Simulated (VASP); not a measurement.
BeTe (space group F-43m): computed properties

The numbers are results of SCAN meta-GGA, VASP's PBE PAW potentials (set 64) (plane waves; VASP), not measurements.

For BeTe, the space group is F-43m (216). The cell is a = 5.6411 Å, b = 5.6411 Å, c = 5.6411 Å, α = 90.00°, β = 90.00°, γ = 90.00°. The volume per atom is 22.44 Å³/atom and the band gap (over mesh and band path) is 2.25 eV. The smallest direct gap (over mesh and band path) comes out as 3.99 eV and the band-edge character without spin-orbit coupling is indirect, Γ to X. The band gap with spin-orbit coupling is 1.96 eV and the density is 5.05 g/cm³. The mean ε∞ (independent particles) is 7.18.

```yaml
crystal:
  lattice:
    - [0.00000, 2.82053, 2.82053]
    - [2.82053, 0.00000, 2.82053]
    - [2.82053, 2.82053, 0.00000]
  atoms:
    - { symbol: Be, position: [0.00000, 0.00000, 0.00000] }
    - { symbol: Te, position: [0.25000, 0.25000, 0.25000] }
```

Unless said otherwise, spin-orbit coupling is left out, though it shifts the bands of the heavy elements here.

The structure comes from a measured BeTe entry (F-43m) of the Crystallography Open Database, whose conditions weren't checked. It was relaxed first, which changed the volume by +6 %. Symmetry was kept, so distortions that lower it aren't found.
